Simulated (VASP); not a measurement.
Here is the system:

```yaml
crystal:
  lattice:
    - [1.86500, -3.23027, 0.00000]
    - [1.86500, 3.23027, 0.00000]
    - [0.00000, 0.00000, 5.08000]
  atoms:
    - { symbol: Pt, position: [0.00000, 0.00000, 0.00000] }
    - { symbol: Se, position: [0.33333, 0.66667, 0.25500] }
    - { symbol: Se, position: [0.66667, 0.33333, 0.74500] }
```

These are PBE GGA, VASP's PBE PAW potentials (set 64) (plane waves; VASP) values and carry that method's errors. Numerical set-up: 300 eV cut-off, 6×6×4 Γ-centred mesh, Gaussian smearing of 0.050 eV, potentials Pt Se.

At this cut-off the stress carries a Pulay error, which pulls relaxed volumes low.

### Question
Give the force on each atom (eV/Å).

### Answer

```
atom     Fx     Fy      Fz
----  -----  -----  ------
Pt1   0.000  0.000   0.000
Se2   0.000  0.000   0.199
Se3   0.000  0.000  -0.199
```

### Question
Give the stress tensor in GPa (positive for a compressed cell).

### Answer

```
5.28  0.00  0.00
0.00  5.28  0.00
0.00  0.00  3.31
```
The pressure is its mean diagonal, 4.63 GPa.

The compound is PtSe2 in the 1T layered structure. The cell was not relaxed at this level. The k-mesh is coarse (spacing up to 0.32 per Å, 2π included), so the numbers may not be converged in it. The run is one of a series of settings (ENCUT = 300 against the base run), some of them coarse on purpose.
